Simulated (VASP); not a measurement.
# AlInSb2 (P-4m2) in VASP: single point with LDA

Aim: the single point of AlInSb2 with LDA.

Everything below comes from runs of VASP 6.6.1. Logs are shortened: lines on timing, memory, paths and dates and some standing lists are left out, and cuts for length are marked.

**1. The structure**

Symmetry: P-4m2, No. 115, tetragonal system. Conventional cell: a = 4.506 Å, b = 4.506 Å, c = 6.349 Å, α = 90.00°, β = 90.00°, γ = 90.00°. Around Al (site symmetry -4m2) lie 4 Sb at 2.70 Å. Around In (site symmetry -4m2) lie 4 Sb at 2.82 Å. Sb (site symmetry 2mm) has 2 Al at 2.70 Å and 2 In at 2.82 Å as nearest neighbours.

The cell comes from a database or a generator and needn't be the stable form of this composition.

**2. Single point, LDA**

INCAR

```
SYSTEM = AlInSb2
  ALGO = Normal
  EDIFF = 1E-6
  ENCUT = 520
  GGA = CA
  ISIF = 2
  ISMEAR = 0
  LASPH = .TRUE.
  LCHARG = .FALSE.
  LREAL = .FALSE.
  LWAVE = .FALSE.
  NBANDS = 21
  NELM = 100
  PREC = Accurate
  SIGMA = 0.1
```

KPOINTS

```
k-points
0
G
  4 4 4
  0 0 0
```

POSCAR

```
AlInSb2
1.0
    4.5061655400      0.0000000000      0.0000000000
    0.0000000000      4.5061655400      0.0000000000
    0.0000000000      0.0000000000      6.3488229900
Al In Sb
1 1 2
Direct
    0.0000000000      0.0000000000      0.0000000000
    0.5000000000      0.5000000000      0.5000000000
    0.0000000000      0.5000000000      0.2333653700
    0.5000000000      0.0000000000      0.7666346300
```

Potentials or basis: VASP PAW LDA potentials, release 64 (Al, In_d, Sb).

Started as:

```sh
> cat potpaw_LDA.64/Al/POTCAR potpaw_LDA.64/In_d/POTCAR potpaw_LDA.64/Sb/POTCAR > POTCAR
> mpirun -np 1 vasp_std > vasp.out
```

OUTCAR:

```text
SYSTEM = AlInSb2
   EDIFF = 1E-6
   ENCUT = 520
   GGA = CA
   ISIF = 2
   ISMEAR = 0
   LASPH = .TRUE.
   LREAL = .FALSE.
   NELM = 100
   PREC = Accurate

 ion  position               nearest neighbor table
   1  0.000  0.000  0.000-   3 2.70   4 2.70   3 2.70   4 2.70
   2  0.500  0.500  0.500-   3 2.82   4 2.82   4 2.82   3 2.82
   3  0.000  0.500  0.233-   1 2.70   1 2.70   2 2.82   2 2.82
   4  0.500  0.000  0.767-   1 2.70   1 2.70   2 2.82   2 2.82

  LATTYP: Found a simple tetragonal cell.
 ALAT       =     4.5061655400
 C/A-ratio  =     1.4089191650

  Lattice vectors:

 A1 = (   4.5061655400,   0.0000000000,   0.0000000000)
 A2 = (   0.0000000000,   4.5061655400,   0.0000000000)
 A3 = (   0.0000000000,   0.0000000000,   6.3488229900)

Analysis of symmetry for initial positions (statically):
=====================================================================
 Subroutine PRICEL returns:
 Original cell was already a primitive cell.

 Routine SETGRP: Setting up the symmetry group for a
 simple tetragonal supercell.

 Subroutine GETGRP returns: Found  8 space group operations
 (whereof  8 operations were pure point group operations)
 out of a pool of 16 trial point group operations.

The static configuration has the point symmetry D_2d.

Analysis of symmetry for dynamics (positions and initial velocities):
=====================================================================
 Subroutine PRICEL returns:
 Original cell was already a primitive cell.

 Routine SETGRP: Setting up the symmetry group for a
 simple tetragonal supercell.

 Subroutine GETGRP returns: Found  8 space group operations
 (whereof  8 operations were pure point group operations)
 out of a pool of 16 trial point group operations.

The dynamic configuration has the point symmetry D_2d.

 Subroutine INISYM returns: Found  8 space group operations
 (whereof  8 operations are pure point group operations),
 and found     1 'primitive' translations

----------------------------------------------------------------------------------------

                                     Primitive cell

  volume of cell :     128.9162

  direct lattice vectors                    reciprocal lattice vectors
     4.506165540  0.000000000  0.000000000     0.221918168  0.000000000  0.000000000
     0.000000000  4.506165540  0.000000000     0.000000000  0.221918168  0.000000000
     0.000000000  0.000000000  6.348822990     0.000000000  0.000000000  0.157509510

  length of vectors
     4.506165540  4.506165540  6.348822990     0.221918168  0.221918168  0.157509510

  position of ions in fractional coordinates (direct lattice)
     0.000000000  0.000000000  0.000000000
     0.500000000  0.500000000  0.500000000
     0.000000000  0.500000000  0.233365370
     0.500000000  0.000000000  0.766634630

  ion indices of the primitive-cell ions
   primitive index   ion index
                 1           1
                 2           2
                 3           3
                 4           4

----------------------------------------------------------------------------------------

 KPOINTS: k-points

Automatic generation of k-mesh.
 Grid dimensions read from file:
 generate k-points for:    4    4    4

 Generating k-lattice:

  Cartesian coordinates                     Fractional coordinates (reciprocal lattice)
     0.055479542  0.000000000  0.000000000     0.250000000  0.000000000  0.000000000
     0.000000000  0.055479542  0.000000000     0.000000000  0.250000000  0.000000000
     0.000000000  0.000000000  0.039377378     0.000000000  0.000000000  0.250000000

  Length of vectors
     0.055479542  0.055479542  0.039377378

  Shift w.r.t. Gamma in fractional coordinates (k-lattice)
     0.000000000  0.000000000  0.000000000

 Subroutine IBZKPT returns following result:
 ===========================================

 Found     18 irreducible k-points:

 Following reciprocal coordinates:
            Coordinates               Weight
  0.000000  0.000000  0.000000      1.000000
  0.250000  0.000000  0.000000      4.000000
  0.500000  0.000000  0.000000      2.000000
  0.250000  0.250000  0.000000      4.000000
  0.500000  0.250000  0.000000      4.000000
  0.500000  0.500000  0.000000      1.000000
[... 10 lines left out ...]
  0.500000  0.250000  0.500000      4.000000
  0.500000  0.500000  0.500000      1.000000
   k-points           NKPTS =     18   k-points in BZ     NKDIM =     18   number of bands    NBANDS=     21
   number of dos      NEDOS =    301   number of ions     NIONS =      4
   total plane-waves  NPLWV =  62208
   dimension x,y,z NGX =    36 NGY =   36 NGZ =   48
   dimension x,y,z NGXF=    72 NGYF=   72 NGZF=   96
   ions per type =               1   1   2
   NGX,Y,Z   is equivalent  to a cutoff of  13.28, 13.28, 12.57 a.u.
   NGXF,Y,Z  is equivalent  to a cutoff of  26.56, 26.56, 25.14 a.u.
 SYSTEM =  AlInSb2
   PREC   = accura    normal or accurate (medium, high low for compatibility)
   ISTART =      0    job   : 0-new  1-cont  2-samecut
   ICHARG =      2    charge: 1-file 2-atom 10-const
   ISPIN  =      1    spin polarized calculation?
   LNONCOLLINEAR =      F non collinear calculations
   LSORBIT =      F    spin-orbit coupling
   LASPH  =      T    aspherical Exc in radial PAW
   ENCUT  =  520.0 eV  38.22 Ry    6.18 a.u.   8.38  8.38 11.80*2*pi/ulx,y,z
   NELM   =    100;   NELMIN=  2; NELMDL= -5     # of ELM steps
   EDIFF  = 0.1E-05   stopping-criterion for ELM
   LREAL  =      F    real-space projection
   EDIFFG = 0.1E-04   stopping-criterion for IOM
   NSW    =      0    number of steps for IOM
   IBRION =     -1    ionic relax: 0-MD 1-quasi-New 2-CG
   NFREE  =      0    steps in history (QN), initial steepest desc. (CG)
   ISIF   =      2    stress and relaxation
   ISYM   =      2    0-nonsym 1-usesym 2-fastsym
   POTIM  = 0.5000    time-step for ionic-motion
   TEBEG  =    0.0;   TEEND  =   0.0 temperature during run
   PSTRESS=    0.0 pullay stress
   NELECT =      26.0000    total number of electrons
   NUPDOWN=      -1.0000    fix difference up-down
   EMIN   =  10.00;   EMAX   =-10.00  energy-range for DOS
   EFERMI =   0.00;   METHOD = LEGACY
   ISMEAR =     0;   SIGMA  =   0.10  broadening in eV -4-tet -1-fermi 0-gaus
   EFERMI_NEDOS =   21; number of points for ismear=-14 and -15
   IALGO  =     38    algorithm
   IMIX   =      4    mixing-type and parameters
     AMIX     =   0.40;   BMIX     =  1.00
     AMIX_MAG =   1.60;   BMIX_MAG =  1.00
  volume/ion in A,a.u.               =      32.23       217.49
  Fermi-wavevector in a.u.,A,eV,Ry     =   0.960056  1.814244 12.540604  0.921708
  Thomas-Fermi vector in A             =   2.089307
   LORBIT       =      0    0 simple, 1 ext, 2 COOP (PROOUT), +10 PAW based schemes
   GGA     = CA    functional components
   LHFCALC =     F    Hartree Fock is set to
   AEXX    =    0.0000 exact exchange contribution
   IVDW    =     0    specifies the selected vdW correction
   LEPSILON=     F    determine dielectric tensor
   LRPA    =     F    only Hartree local field effects (RPA)
 non-spin polarized calculation
 Gauss-broadening in eV      SIGMA  =   0.10
  energy-cutoff  :      520.00
  volume of cell :      128.92
 maximum number of plane-waves:      3515
 NGX is ok and might be reduce to    36
   NGX = 17   NGY = 17   NGZ = 23

 number of electron      26.0000011 magnetization

 Free energy of the ion-electron system (eV)
  ---------------------------------------------------
  ext. energy  EPLUGINS =         0.00000000
  ---------------------------------------------------
  free energy    TOTEN  =       -17.34451124 eV

  energy without entropy =      -17.34424145  energy(sigma->0) =      -17.34437635

 E-fermi :   4.7221     XC(G=0):  -8.8465

 val. band max:        4.5633109546   @ k =   0.0000   0.0000   0.0000
 cond. band min:       4.8609843168   @ k =   0.0000   0.0000   0.0000
 fundamental gap:      0.2976733622
 Fermi energy:         4.7220837018

 k-point     1 :       0.0000    0.0000    0.0000
  band No.  band energies     occupation
      1      -9.8915      2.00000
      2      -9.8327      2.00000
      3      -9.8327      2.00000
      4      -9.7817      2.00000
      5      -9.7665      2.00000
      6      -6.0746      2.00000
[... 13 lines left out ...]
     20      10.3825      0.00000
     21      12.1401      0.00000

 k-point     2 :       0.2500    0.0000    0.0000
  band No.  band energies     occupation
      1      -9.8826      2.00000
      2      -9.8462      2.00000
      3      -9.8317      2.00000
      4      -9.7778      2.00000
      5      -9.7707      2.00000
      6      -5.7159      2.00000
[... 13 lines left out ...]
     20      10.5800      0.00000
     21      10.9112      0.00000

 k-point     3 :       0.5000    0.0000    0.0000
  band No.  band energies     occupation
      1      -9.8816      2.00000
      2      -9.8524      2.00000
      3      -9.8308      2.00000
      4      -9.7749      2.00000
      5      -9.7731      2.00000
      6      -4.8835      2.00000
[... 13 lines left out ...]
     20       9.4526      0.00000
     21       9.5562      0.00000
[... 313 lines left out ...]
 k-point    17 :       0.5000    0.2500    0.5000
  band No.  band energies     occupation
      1      -9.8813      2.00000
      2      -9.8643      2.00000
      3      -9.8190      2.00000
      4      -9.7801      2.00000
      5      -9.7709      2.00000
      6      -4.5210      2.00000
[... 13 lines left out ...]
     20      10.6798      0.00000
     21      10.7855      0.00000

 k-point    18 :       0.5000    0.5000    0.5000
  band No.  band energies     occupation
      1      -9.8790      2.00000
      2      -9.8790      2.00000
      3      -9.8044      2.00000
      4      -9.7852      2.00000
      5      -9.7690      2.00000
      6      -4.1538      2.00000
[... 13 lines left out ...]
     20       9.2154      0.00000
     21       9.4797      0.00000

------------------------ aborting loop because EDIFF is reached ----------------------------------------

  FORCE on cell =-STRESS in cart. coord.  units (eV):
  Direction    XX          YY          ZZ          XY          YZ          ZX
  --------------------------------------------------------------------------------------
  -------------------------------------------------------------------------------------
  Total       -1.3355686     -1.3355686     -1.7829376      0.0000000      0.0000000     -0.0000000
  in kB      -16.5985172    -16.5985172    -22.1584418      0.0000000      0.0000000     -0.0000000
  external PRESSURE =     -18.4518254 kB  Pullay stress =       0.0000000 kB

 VOLUME and BASIS-vectors are now :
 -----------------------------------------------------------------------------
  energy-cutoff  :      520.00
  volume of cell :      128.92
      direct lattice vectors                 reciprocal lattice vectors
     4.506165540  0.000000000  0.000000000     0.221918168  0.000000000  0.000000000
     0.000000000  4.506165540  0.000000000     0.000000000  0.221918168  0.000000000
     0.000000000  0.000000000  6.348822990     0.000000000  0.000000000  0.157509510

 POSITION                                       TOTAL-FORCE (eV/Angst)
 -----------------------------------------------------------------------------------
      0.00000      0.00000      0.00000         0.000000      0.000000      0.000000
      2.25308      2.25308      3.17441         0.000000      0.000000      0.000000
      0.00000      2.25308      1.48160         0.000000      0.000000      0.050932
      2.25308      0.00000      4.86723        -0.000000      0.000000     -0.050932
 -----------------------------------------------------------------------------------
    total drift:                                0.000000      0.000000      0.000000

  FREE ENERGIE OF THE ION-ELECTRON SYSTEM (eV)
  ---------------------------------------------------
  free  energy   TOTEN  =       -17.3445112421 eV

  energy  without entropy=      -17.3442414549  energy(sigma->0) =      -17.34437635
```

It took 23 s on 1 thread of AMD EPYC 9R45 (Zen 5), shared host; peak memory 0.19 GiB.

Results:

* Free energy: -17.3445 eV
* Pressure: -1.8 GPa
* Largest force: 0.051 eV/Å
* Band gap on the k mesh: 0.30 eV, direct

Forces in eV/Å, atoms in the order of the input:
```
Al   0.000  0.000  0.000
In   0.000  0.000  0.000
Sb   0.000  0.000  0.051
Sb   0.000  0.000 -0.051
```

Caveat: spin-orbit coupling is left out, which moves the levels of the heavy elements.
